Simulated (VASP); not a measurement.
All values below come from PBE GGA with D3 dispersion (Becke-Johnson damping), VASP's PBE PAW potentials (set 64) (plane waves; VASP).

Input for VASP

**INCAR**
```
SYSTEM  =  NiO
PREC  =  Accurate; ENCUT  =  520; LREAL  =  .FALSE.
LASPH  =  .TRUE.; ICHARG  =  11
EDIFF  =  1E-7; NELM  =  100; ALGO  =  Normal
LMAXMIX  =  4
ISMEAR  =  0; SIGMA  =  0.05
GGA  =  PE; IVDW  =  12
MAGMOM  =  0.3 1.4
ISPIN  =  2
LWAVE  =  .FALSE.; LCHARG  =  .FALSE.; LORBIT  =  11
```

**POSCAR**
```
NiO
4.1838850
  0.0000000000   0.4999999607   0.4999999607
  0.4999999607   0.0000000000   0.4999999607
  0.4999999607   0.4999999607   0.0000000000
O Ni
1 1
Cartesian
  0.4999999607   0.4999999607   0.4999999607
  0.0000000000   0.0000000000   0.0000000000
```

### KPOINTS
```
k-points along high-symmetry lines
15
Line-mode
Reciprocal
  0.000000   0.000000   0.000000 ! GAMMA
  0.500000   0.000000   0.500000 ! X

  0.500000   0.000000   0.500000 ! X
  0.625000   0.250000   0.625000 ! U

  0.375000   0.375000   0.750000 ! K
  0.000000   0.000000   0.000000 ! GAMMA

  0.000000   0.000000   0.000000 ! GAMMA
  0.500000   0.500000   0.500000 ! L

  0.500000   0.500000   0.500000 ! L
  0.500000   0.250000   0.750000 ! W

  0.500000   0.250000   0.750000 ! W
  0.500000   0.000000   0.500000 ! X
```

POTCAR, in this order: O Ni (PBE.64 set). Program: vasp_std. Read from the step before: CHGCAR.

What will the output report for the number of irreducible k-points (NKPTS), number of bands (NBANDS), largest plane-wave count, number of space-group operations, FFT grid (NGX, NGY, NGZ)?

```
Item                                           Value
--------------------------------------  ------------
number of irreducible k-points (NKPTS)            90
number of bands (NBANDS)                          13
largest plane-wave count                         531
number of space-group operations                  48
FFT grid (NGX, NGY, NGZ)                24 × 24 × 24
```

The structure comes from a measured NiO entry (Fm-3m) of the Crystallography Open Database, whose conditions weren't checked. It was relaxed first.
